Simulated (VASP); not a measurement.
All values below come from PBE GGA with D3 dispersion (Becke-Johnson damping), VASP's PBE PAW potentials (set 64) (plane waves; VASP).

VASP ran on this input.

POSCAR:
```
BN
1
    1.2711590736    -2.2017123183     0.0000000000
    1.2711590736     2.2017123183     0.0000000000
    0.0000000000     0.0000000000     4.2042474430
B N
2 2
Direct
  0.6666670000   0.3333330000   0.5002225297
  0.3333330000   0.6666670000   0.0002225297
  0.6666670000   0.3333330000   0.8747774703
  0.3333330000   0.6666670000   0.3747774703
```

INCAR:
```
# general
SYSTEM = BN
PREC   = Accurate
ENCUT  = 520   # plane-wave cut-off (eV)
LREAL  = F   # projection in real space or not
LASPH  = T   # aspherical one-centre terms
ICHARG = 11   # fixed density

# electronic loop
EDIFF  = 1E-7   # SCF stop (eV)
NELM   = 100   # most electronic steps
ALGO   = Normal

# smearing
ISMEAR = 0   # Gaussian
SIGMA  = 0.05   # width (eV)

# functional
GGA    = PE   # PBE
IVDW   = 12

# output
LWAVE  = F
LCHARG = F
LORBIT = 11   # lm-projected
```

KPOINTS:
```
k-points along high-symmetry lines
10
Line-mode
Reciprocal
  0.000000   0.000000   0.000000 ! GAMMA
 -0.000000   0.500000   0.000000 ! M

 -0.000000   0.500000   0.000000 ! M
 -0.333333   0.666667   0.000000 ! K

 -0.333333   0.666667   0.000000 ! K
  0.000000   0.000000   0.000000 ! GAMMA

  0.000000   0.000000   0.000000 ! GAMMA
  0.000000   0.000000   0.500000 ! A

  0.000000   0.000000   0.500000 ! A
 -0.000000   0.500000   0.500000 ! L

 -0.000000   0.500000   0.500000 ! L
 -0.333333   0.666667   0.500000 ! H

 -0.333333   0.666667   0.500000 ! H
  0.000000   0.000000   0.500000 ! A

 -0.000000   0.500000   0.500000 ! L
 -0.000000   0.500000   0.000000 ! M

 -0.333333   0.666667   0.500000 ! H
 -0.333333   0.666667   0.000000 ! K
```

POTCAR, in this order: B N (PBE.64 set). Program: vasp_std. Read from the step before: CHGCAR.

The resulting files:

### OUTCAR
```
 ion  position               nearest neighbor table
   1  0.667  0.333  0.500-   4 1.56   4 1.56   4 1.56   3 1.57
   2  0.333  0.667  0.000-   3 1.56   3 1.56   3 1.56   4 1.57
   3  0.667  0.333  0.875-   2 1.56   2 1.56   2 1.56   1 1.57
   4  0.333  0.667  0.375-   1 1.56   1 1.56   1 1.56   2 1.57
  LATTYP: Found a hexagonal cell.
 ALAT       =     2.5423183363
 C/A-ratio  =     1.6537061402
 Subroutine PRICEL returns:
 Original cell was already a primitive cell.
 Subroutine GETGRP returns: Found 12 space group operations
The static configuration has the point symmetry C_3v.
 The point group associated with its full space group is C_6v.
The dynamic configuration has the point symmetry C_3v.
 Subroutine INISYM returns: Found 12 space group operations
   k-points           NKPTS =     90   k-points in BZ     NKDIM =     90   number of bands    NBANDS=     12
   number of dos      NEDOS =    301   number of ions     NIONS =      4
   total plane-waves  NPLWV =  12800
   dimension x,y,z NGX =    20 NGY =   20 NGZ =   32
   dimension x,y,z NGXF=    40 NGYF=   40 NGZF=   64
   ions per type =               2   2
   PREC   = accura    normal or accurate (medium, high low for compatibility)
   ISTART =      0    job   : 0-new  1-cont  2-samecut
   ICHARG =     11    charge: 1-file 2-atom 10-const
   ISPIN  =      1    spin polarized calculation?
   LNONCOLLINEAR =      F non collinear calculations
   LSORBIT =      F    spin-orbit coupling
   INIWAV =      1    electr: 0-lowe 1-rand  2-diag
   ENCUT  =  520.0 eV  38.22 Ry    6.18 a.u.   4.73  4.73  7.82*2*pi/ulx,y,z
   NELM   =    100;   NELMIN=  2; NELMDL= -5     # of ELM steps
   EDIFF  = 0.1E-06   stopping-criterion for ELM
   LREAL  =      F    real-space projection
   NLSPLINE    = F    spline interpolate recip. space projectors
   LMAXMIX     =    2 max onsite mixed and CHGCAR
   VOSKOWN=      0    Vosko Wilk Nusair interpolation
   EDIFFG = 0.1E-05   stopping-criterion for IOM
   NSW    =      0    number of steps for IOM
   NBLOCK =      1;   KBLOCK =      1    inner block; outer block
   IBRION =     -1    ionic relax: 0-MD 1-quasi-New 2-CG
   NFREE  =      0    steps in history (QN), initial steepest desc. (CG)
   ISIF   =      2    stress and relaxation
   ISYM   =      2    0-nonsym 1-usesym 2-fastsym
   TEIN   =    0.0    initial temperature
   TEBEG  =    0.0;   TEEND  =   0.0 temperature during run
   SMASS  =  -3.00    Nose mass-parameter (am)
   PSTRESS=    0.0 pullay stress
   NELECT =      16.0000    total number of electrons
   EFERMI =   0.00;   METHOD = LEGACY
   ISMEAR =     0;   SIGMA  =   0.05  broadening in eV -4-tet -1-fermi 0-gaus
   IALGO  =     38    algorithm
   LDIAG  =      T    sub-space diagonalisation (order eigenvalues)
   IMIX   =      4    mixing-type and parameters
     AMIX     =   0.40;   BMIX     =  1.00
     AMIX_MAG =   1.60;   BMIX_MAG =  1.00
     AMIN     =   0.10
   GGA     = PE    functional components
   VOSKOWN =     0    Vosko Wilk Nusair interpolation
   LHFCALC =     F    Hartree Fock is set to
   LHFONE  =     F    Hartree Fock one center treatment
   AEXX    =    0.0000 exact exchange contribution
   IVDW    =    12    specifies the selected vdW correction
   LEPSILON=     F    determine dielectric tensor
   LRPA    =     F    only Hartree local field effects (RPA)
  energy-cutoff  :      520.00
  volume of cell :       23.53
      direct lattice vectors                 reciprocal lattice vectors
     1.271159074 -2.201712318  0.000000000     0.393341801 -0.227095972  0.000000000
     1.271159074  2.201712318  0.000000000     0.393341801  0.227095972  0.000000000
     0.000000000  0.000000000  4.204247443     0.000000000  0.000000000  0.237854697
 k-point     1 :   0.0000 0.0000 0.0000  plane waves:     627
 k-point     2 :   0.0000 0.0556 0.0000  plane waves:     637
 k-point     3 :   0.0000 0.1111 0.0000  plane waves:     634
 k-point     4 :   0.0000 0.1667 0.0000  plane waves:     636
 k-point     5 :   0.0000 0.2222 0.0000  plane waves:     634
 k-point     6 :   0.0000 0.2778 0.0000  plane waves:     626
...
```

**OSZICAR**
```
       N       E                     dE             d eps       ncg     rms          rms(c)
DAV:   1     0.500972906395E+02    0.50097E+02   -0.86816E+03  2168   0.129E+03
DAV:   2    -0.306407712437E+02   -0.80738E+02   -0.75073E+02  3072   0.263E+02
DAV:   3    -0.331516933738E+02   -0.25109E+01   -0.24963E+01  2860   0.447E+01
DAV:   4    -0.331676001179E+02   -0.15907E-01   -0.15890E-01  2560   0.355E+00
DAV:   5    -0.331678339342E+02   -0.23382E-03   -0.23374E-03  2744   0.355E-01
DAV:   6    -0.331678408365E+02   -0.69022E-05   -0.69017E-05  2648   0.440E-02
DAV:   7    -0.331678410963E+02   -0.25980E-06   -0.25979E-06  2512   0.657E-03
DAV:   8    -0.331678411086E+02   -0.12302E-07   -0.12315E-07  2040   0.115E-03
   1 F= -.34007894E+02 E0= -.34007894E+02  d E =-.223782E-13
```

OUTCAR:
```
 val. band max:        7.6102423776   @ k =   0.0000   0.0000   0.0000

 cond. band min:      12.7946720629   @ k =  -0.3333   0.6667   0.0000



 k-point     1 :       0.0000    0.0000    0.0000
  band No.  band energies     occupation
      1     -12.8434      2.00000
      2      -8.6683      2.00000
      3      -3.3477      2.00000
      4       5.4755      2.00000
      5       5.4756      2.00000
      6       7.3393      2.00000
      7       7.6102      2.00000
      8       7.6102      2.00000
      9      16.0001      0.00000
     10      16.0002      0.00000
     11      16.2485      0.00000
     12      17.1908      0.00000

 k-point     2 :       0.0000    0.0556    0.0000
  band No.  band energies     occupation
      1     -12.7759      2.00000
      2      -8.6163      2.00000
      3      -3.2809      2.00000
      4       5.1557      2.00000
      5       5.3443      2.00000
      6       7.2676      2.00000
      7       7.3517      2.00000
      8       7.5392      2.00000
      9      15.8702      0.00000
     10      16.1398      0.00000
     11      16.3888      0.00000
     12      17.4115      0.00000

 k-point     3 :       0.0000    0.1111    0.0000
  band No.  band energies     occupation
      1     -12.5743      2.00000
      2      -8.4632      2.00000
      3      -3.0812      2.00000
      4       4.2977      2.00000
      5       4.9954      2.00000
      6       6.6303      2.00000
      7       7.0731      2.00000
      8       7.3320      2.00000
      9      15.6300      0.00000
     10      16.5190      0.00000
     11      16.6279      0.00000
     12      18.0102      0.00000

 k-point     4 :       0.0000    0.1667    0.0000
  band No.  band energies     occupation
      1     -12.2415      2.00000
      2      -8.2189      2.00000
      3      -2.7525      2.00000
      4       3.1124      2.00000
      5       4.5247      2.00000
      6       5.6171      2.00000
      7       6.7387      2.00000
...
```

The density is held fixed in this step, so its total energy and stress have no physical meaning.

The compound is BN in the wurtzite structure, a metastable high-pressure form. It was relaxed first.
